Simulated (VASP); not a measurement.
Crystal: GaN.

```xyz
2
Lattice="0.0000 2.2741 2.2741 2.2741 0.0000 2.2741 2.2741 2.2741 0.0000" Properties=species:S:1:pos:R:3 pbc="T T T"
Ga    0.0000    0.0000    0.0000
N     3.4112    3.4112    3.4112
```

The cell is a database's computed one.

Base run:

```yaml
Program: VASP 6.6.1
Functional: PBE0
Potentials_or_basis: VASP PAW PBE potentials, release 64 (Ga_d, N)
Cutoff: 520 eV
k_mesh: 6 × 6 × 6
Occupations: gaussian, width 0.03 eV
Spin: no spin polarisation
```

Its results: band gap on the k mesh 3.47 eV, direct; pressure -6.3 GPa.

**Question.** The run is repeated on the same cell with these changes: functional from PBE0 to HSE06. What comes out?

**Answer.** Band gap on the k mesh 2.79 eV, direct; pressure -6.2 GPa.

Caveats: the PAW data sets were made with another functional, which shifts forces and pressure a little.
